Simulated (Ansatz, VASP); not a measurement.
# Cross-check of Ti (Titanium) between VASP and Ansatz

Wanted: the spread between two codes on one cell, functional and k mesh. The cell is taken from a series of runs on this material, whose earlier steps may have relaxed, scaled, displaced or heated it; both programs get it as it stands.

Method: plane waves, with VASP 6.6.1 beside it; zone-centre phonons at LDA, in Ansatz 0.2.0.

## Step 1: The starting structure

Symmetry: P6_3/mmc, No. 194, hexagonal system. The conventional cell has a = 2.903 Å, b = 2.903 Å, c = 4.589 Å, α = 90.00°, β = 90.00°, γ = 120.00°. Nearest to Ti lie 12 Ti at 2.84 to 2.90 Å.

As a file:

```cif
data_structure
_symmetry_space_group_name_H-M 'P 1'
_symmetry_Int_Tables_number 1
_cell_length_a 2.9027
_cell_length_b 2.9027
_cell_length_c 4.5890
_cell_angle_alpha 90.000
_cell_angle_beta 90.000
_cell_angle_gamma 120.000
_cell_volume 33.49
loop_
_atom_site_label
_atom_site_type_symbol
_atom_site_fract_x
_atom_site_fract_y
_atom_site_fract_z
_atom_site_occupancy
Ti1 Ti 0.33333 0.66667 0.25000 1
Ti2 Ti 0.66667 0.33333 0.75000 1
```

## Step 2: VASP: zone-centre phonons, LDA

Second derivatives magnify differences that forces hide, and they need a tight electronic threshold.

Lines of VASP's logs that name or quote its potential files are left out, and so is its time.

Input file INCAR:

```
SYSTEM = Ti
PREC = Accurate
ENCUT = 500
EDIFF = 1E-08
NELM = 120
ISMEAR = 1
SIGMA = 0.2
LREAL = .FALSE.
ALGO = Normal
GGA = CA
NBANDS = 18
LASPH = .TRUE.
LORBIT = 11
LWAVE = .FALSE.
LCHARG = .FALSE.
ISIF = 2
IBRION = 8
GGA_COMPAT = .FALSE.
KPAR = 2
```

Input file POSCAR:

```
Ti
1.0
    2.9027311657      0.0000000000      0.0000000000
   -1.4513655829      2.5138389299      0.0000000000
    0.0000000000      0.0000000000      4.5890163527
Ti
2
Direct
    0.3333333333      0.6666666667      0.2500000000
    0.6666666667      0.3333333333      0.7500000000
```

Input file KPOINTS:

```
Automatic mesh
0
Gamma
18 18 12
0 0 0
```

Potentials, in the order of the species: Ti_sv (LDA family, release 64).

Started as:

```
$ mpirun -np 2 vasp_std
```

Numbers of over 12 decimals in the logs are rounded to 6 here.

What it wrote:

```text
[banner, memory and clock lines left out]
running    2 mpi-ranks, on    1 nodes
 distrk:  each k-point on    1 cores,    2 groups
 distr:  one band on    1 cores,    1 groups

 POSCAR found type information on POSCAR Ti
 POSCAR found :  1 types and       2 ions
 LDA part: xc-table for (Slater(with rela. corr.)+CA(PZ))
 , standard interpolation
 POSCAR, INCAR and KPOINTS ok, starting setup
 FFT: planning ... GRIDC
 FFT: planning ... GRID_SOFT
 FFT: planning ... GRID
 WAVECAR not read
 entering main loop
       N       E                     dE             d eps       ncg     rms          rms(c)
DAV:   1     0.253350180165E+03    0.25335E+03   -0.12961E+04  9348   0.162E+03
DAV:   2     0.103265595593E+02   -0.24302E+03   -0.23986E+03  9532   0.450E+02
DAV:   3    -0.179911571837E+02   -0.28318E+02   -0.27979E+02 17586   0.126E+02
DAV:   4    -0.190815031350E+02   -0.10903E+01   -0.10893E+01 10596   0.261E+01
DAV:   5    -0.191333377419E+02   -0.51835E-01   -0.51824E-01 14734   0.403E+00    0.120E+01
DAV:   6    -0.170868575110E+02    0.20465E+01   -0.75453E+00 10988   0.282E+01    0.305E+00
DAV:   7    -0.170633958245E+02    0.23462E-01   -0.74033E-01 14166   0.621E+00    0.201E+00
DAV:   8    -0.170865993374E+02   -0.23204E-01   -0.21871E-01 10758   0.588E+00    0.723E-01
DAV:   9    -0.170777721298E+02    0.88272E-02   -0.48327E-02 10972   0.244E+00    0.755E-02
DAV:  10    -0.170781970144E+02   -0.42488E-03   -0.28873E-03 13654   0.356E-01    0.919E-02
DAV:  11    -0.170782239796E+02   -0.26965E-04   -0.20538E-04 11660   0.122E-01    0.386E-02
DAV:  12    -0.170782149286E+02    0.90511E-05   -0.37780E-05 11174   0.580E-02    0.450E-03
DAV:  13    -0.170782146538E+02    0.27473E-06   -0.23601E-06 13566   0.127E-02    0.200E-03
DAV:  14    -0.170782148905E+02   -0.23664E-06   -0.34268E-07 11136   0.496E-03    0.247E-04
DAV:  15    -0.170782148929E+02   -0.24279E-08   -0.32365E-08  8608   0.112E-03
   1 F= -.17078215E+02 E0= -.17079617E+02  d E =0.420581E-02
 Linear response reoptimize wavefunctions to high precision
DAV:   1    -0.170782148922E+02    0.65984E-09   -0.23212E-09  8102   0.411E-04
DAV:   2    -0.170782148922E+02    0.68212E-11   -0.18949E-10  5332   0.107E-04
 Linear response DOF=           2
 Linear response progress:
  Degree of freedom:   1/  2
       N       E                     dE             d eps       ncg     rms          rms(c)
RMM:   1    -0.558022536485E+00   -0.55802E+00    0.29224E+01 41458   0.137E+02
RMM:   2    -0.537077329139E+00    0.20945E-01   -0.33478E-01 74997   0.468E+00    0.274E-01
RMM:   3    -0.534198888478E+00    0.28784E-02   -0.19908E-02 83937   0.123E+00    0.120E-01
RMM:   4    -0.534652566540E+00   -0.45368E-03   -0.78971E-03 98707   0.534E-01    0.166E-02
RMM:   5    -0.535303435367E+00   -0.65087E-03   -0.14952E-03104073   0.203E-01    0.109E-02
RMM:   6    -0.535618871232E+00   -0.31544E-03   -0.64143E-04102920   0.100E-01    0.133E-02
RMM:   7    -0.536160518254E+00   -0.54165E-03   -0.11712E-04 95010   0.499E-02    0.331E-03
RMM:   8    -0.536388500066E+00   -0.22798E-03   -0.53105E-05102902   0.273E-02    0.808E-04
RMM:   9    -0.536398731066E+00   -0.10231E-04   -0.92249E-06106614   0.136E-02    0.467E-04
RMM:  10    -0.536416454421E+00   -0.17723E-04    0.49347E-06104284   0.738E-03    0.160E-04
RMM:  11    -0.536424616878E+00   -0.81625E-05   -0.63033E-06105781   0.432E-03    0.128E-04
RMM:  12    -0.536423059520E+00    0.15574E-05   -0.72195E-07105697   0.254E-03    0.489E-05
RMM:  13    -0.536421292129E+00    0.17674E-05   -0.40181E-06104756   0.168E-03    0.469E-05
RMM:  14    -0.536423603494E+00   -0.23114E-05   -0.26368E-06103255   0.116E-03    0.164E-05
[...]
RMM:  24    -0.536424026551E+00   -0.36032E-07   -0.49333E-07 95084   0.255E-04    0.884E-06
RMM:  25    -0.536424020348E+00    0.62034E-08   -0.50888E-07102531   0.240E-04    0.740E-06
RMM:  26    -0.536424083350E+00   -0.63003E-07   -0.32828E-07 97442   0.230E-04    0.540E-06
RMM:  27    -0.536424054496E+00    0.28855E-07   -0.36098E-07103535   0.221E-04    0.440E-06
RMM:  28    -0.536424083458E+00   -0.28962E-07   -0.20892E-07104675   0.220E-04    0.184E-06
RMM:  29    -0.536424089163E+00   -0.57053E-08   -0.22061E-07105077   0.208E-04    0.197E-06
RMM:  30    -0.536424089596E+00   -0.43272E-09   -0.14265E-07 95522   0.202E-04    0.170E-06
RMM:  31    -0.536424088942E+00    0.65331E-09   -0.15984E-07 85662   0.198E-04    0.179E-06
 first order change of Fermi-energy   0.54474E-04
 force on displaced ion       1 direction 1 :  -1.220  -0.001   0.000
 Linear response progress:
  Degree of freedom:   2/  2
       N       E                     dE             d eps       ncg     rms          rms(c)
RMM:   1    -0.660321626503E+00   -0.66032E+00    0.32186E+01 14255   0.139E+02
RMM:   2    -0.629500225634E+00    0.30821E-01   -0.34029E-01 26179   0.473E+00    0.285E-01
RMM:   3    -0.627341847107E+00    0.21584E-02   -0.24084E-02 28804   0.129E+00    0.125E-01
RMM:   4    -0.628757004691E+00   -0.14152E-02   -0.10476E-02 32972   0.571E-01    0.527E-02
RMM:   5    -0.629174781890E+00   -0.41778E-03   -0.17691E-03 31080   0.231E-01    0.202E-02
RMM:   6    -0.629773286481E+00   -0.59850E-03   -0.77252E-04 35019   0.120E-01    0.110E-02
RMM:   7    -0.630113705899E+00   -0.34042E-03   -0.12987E-04 34685   0.537E-02    0.701E-03
RMM:   8    -0.630621140771E+00   -0.50743E-03   -0.45713E-05 31341   0.324E-02    0.227E-03
RMM:   9    -0.630633201661E+00   -0.12061E-04   -0.13383E-05 34984   0.167E-02    0.858E-04
RMM:  10    -0.630611492238E+00    0.21709E-04   -0.55178E-06 34949   0.916E-03    0.241E-04
RMM:  11    -0.630614096656E+00   -0.26044E-05   -0.27847E-06 36559   0.541E-03    0.206E-04
RMM:  12    -0.630619690203E+00   -0.55935E-05   -0.22865E-06 34686   0.344E-03    0.932E-05
RMM:  13    -0.630623665635E+00   -0.39754E-05   -0.99718E-07 35654   0.238E-03    0.922E-05
RMM:  14    -0.630621580197E+00    0.20854E-05   -0.13693E-06 35305   0.169E-03    0.265E-05
[...]
RMM:  40    -0.630622491477E+00    0.12296E-08    0.42422E-07 31254   0.255E-04    0.469E-06
RMM:  41    -0.630622495742E+00   -0.42653E-08    0.40436E-07 27718   0.250E-04    0.501E-06
RMM:  42    -0.630622498638E+00   -0.28956E-08    0.37052E-07 25691   0.245E-04    0.556E-06
RMM:  43    -0.630622501401E+00   -0.27637E-08    0.33157E-07 25719   0.241E-04    0.602E-06
RMM:  44    -0.630622504068E+00   -0.26667E-08    0.33957E-07 25588   0.236E-04    0.656E-06
RMM:  45    -0.630622506429E+00   -0.23610E-08    0.32626E-07 25524   0.232E-04    0.696E-06
RMM:  46    -0.630622509619E+00   -0.31903E-08    0.31833E-07 27150   0.229E-04    0.727E-06
RMM:  47    -0.630622511486E+00   -0.18670E-08    0.30004E-07 25795   0.225E-04    0.761E-06
 first order change of Fermi-energy  -0.17062E-03
 force on displaced ion       1 direction 3 :   0.000  -0.000  -2.831
 Linear response finished
```

Parts of OUTCAR (step 2):

```text
ion  position               nearest neighbor table
   1  0.333  0.667  0.250-   2 2.84   2 2.84   2 2.84   2 2.84   2 2.84   2 2.84
   2  0.667  0.333  0.750-   1 2.84   1 2.84   1 2.84   1 2.84   1 2.84   1 2.84

  LATTYP: Found a hexagonal cell.
 ALAT       =     2.9027311657
 C/A-ratio  =     1.5809305412

 Subroutine GETGRP returns: Found 24 space group operations
 (whereof 12 operations were pure point group operations)

The static configuration has the point symmetry D_3d.
 The point group associated with its full space group is D_6h.

 Found    259 irreducible k-points:

   k-points           NKPTS =    259   k-points in BZ     NKDIM =    259   number of bands    NBANDS=     18

   dimension x,y,z NGX =    24 NGY =   24 NGZ =   36
   dimension x,y,z NGXF=    48 NGYF=   48 NGZF=   72

   ENCUT  =  500.0 eV  36.75 Ry    6.06 a.u.   5.29  5.29  8.37*2*pi/ulx,y,z

   NELECT =      24.0000    total number of electrons

 k-points in reciprocal lattice and weights: Automatic mesh
   0.00000000  0.00000000  0.00000000       0.000
   0.05555556  0.00000000  0.00000000       0.002
   0.11111111  0.00000000  0.00000000       0.002
   0.16666667  0.00000000  0.00000000       0.002
   0.22222222 -0.00000000  0.00000000       0.002
   0.27777778 -0.00000000  0.00000000       0.002
   0.33333333 -0.00000000  0.00000000       0.002
   0.38888889 -0.00000000  0.00000000       0.002
   0.44444444 -0.00000000  0.00000000       0.002
[...]
0.33333333  0.27777778  0.50000000       0.003
   0.33333333  0.33333333  0.50000000       0.001

 average (electrostatic) potential at core
       1 -72.1158       2 -72.1158

  Total       -1.0072966     -1.0072966     -1.0071272      0.0000000     -0.0000000      0.0000000
  in kB      -48.1952315    -48.1952315    -48.1871278      0.0000000     -0.0000000      0.0000000
  external PRESSURE =     -48.1925303 kB  Pullay stress =       0.0000000 kB

  energy-cutoff  :      500.00
  volume of cell :       33.49
      direct lattice vectors                 reciprocal lattice vectors
     2.902731166  0.000000000  0.000000000     0.344503140  0.198898980  0.000000000
    -1.451365583  2.513838930  0.000000000     0.000000000  0.397797961  0.000000000
     0.000000000  0.000000000  4.589016353     0.000000000  0.000000000  0.217911623

 POSITION                                       TOTAL-FORCE (eV/Angst)
 -----------------------------------------------------------------------------------
     -0.00000      1.67589      1.14725        -0.000000      0.000000      0.000000
      1.45137      0.83795      3.44176         0.000000     -0.000000      0.000000
 -----------------------------------------------------------------------------------
    total drift:                                0.000000     -0.000000      0.000000

 Eigenvectors and eigenvalues of the dynamical matrix
 ----------------------------------------------------

   1 f  =    5.375781 THz    33.777031 2PiTHz  179.316768 cm-1    22.232436 meV
             X         Y         Z           dx          dy          dz
     -0.000000  1.675893  1.147254     0.000000    0.000000   -0.707107
      1.451366  0.837946  3.441762     0.000000    0.000000    0.707107

   2 f  =    3.529044 THz    22.173640 2PiTHz  117.716251 cm-1    14.594948 meV
             X         Y         Z           dx          dy          dz
     -0.000000  1.675893  1.147254    -0.280728    0.648993    0.000000
      1.451366  0.837946  3.441762     0.280728   -0.648993    0.000000

   3 f  =    3.529044 THz    22.173640 2PiTHz  117.716251 cm-1    14.594948 meV
             X         Y         Z           dx          dy          dz
     -0.000000  1.675893  1.147254     0.648993    0.280728    0.000000
      1.451366  0.837946  3.441762    -0.648993   -0.280728    0.000000

   4 f  =    0.000000 THz     0.000000 2PiTHz    0.000002 cm-1     0.000000 meV
             X         Y         Z           dx          dy          dz
     -0.000000  1.675893  1.147254    -0.353329   -0.612502    0.000000
      1.451366  0.837946  3.441762    -0.353329   -0.612502    0.000000

   5 f  =    0.000000 THz     0.000000 2PiTHz    0.000000 cm-1     0.000000 meV
             X         Y         Z           dx          dy          dz
     -0.000000  1.675893  1.147254     0.000000    0.000000    0.707107
      1.451366  0.837946  3.441762     0.000000    0.000000    0.707107

   6 f/i=    0.000000 THz     0.000000 2PiTHz    0.000001 cm-1     0.000000 meV
             X         Y         Z           dx          dy          dz
     -0.000000  1.675893  1.147254     0.612502   -0.353329    0.000000
      1.451366  0.837946  3.441762     0.612502   -0.353329    0.000000

 ELASTIC MODULI CONTR FROM IONIC RELAXATION (kBar)
 Direction    XX          YY          ZZ          XY          YZ          ZX
 --------------------------------------------------------------------------------
 XX        -152.6807    152.6807      0.0000      0.0000      0.0000      0.0000
 YY         152.6807   -152.6807     -0.0000      0.0000      0.0000     -0.0000
 ZZ           0.0000     -0.0000     -0.0000      0.0000      0.0000      0.0000
 XY           0.0000      0.0000      0.0000   -152.6807      0.0000      0.0000
 YZ           0.0000      0.0000      0.0000      0.0000      0.0000      0.0000
 ZX           0.0000     -0.0000      0.0000      0.0000      0.0000     -0.0000
 --------------------------------------------------------------------------------
```

Energies printed during the response cycles are not total energies of the cell.

[end of part 1 of 2]

[Lines on the potential files, build, host, timing and source positions are cut from VASP's logs without a mark.]

[Logs are printed without paths, hosts, clocks, repeated set-up lines and the standing remarks that a program may print on its own settings, such as how far it seeks lower states.]

[Hosts, paths, dates, database ids (printed as entryN), source tags and the programs' standing remarks are cut or masked in the printed files.]
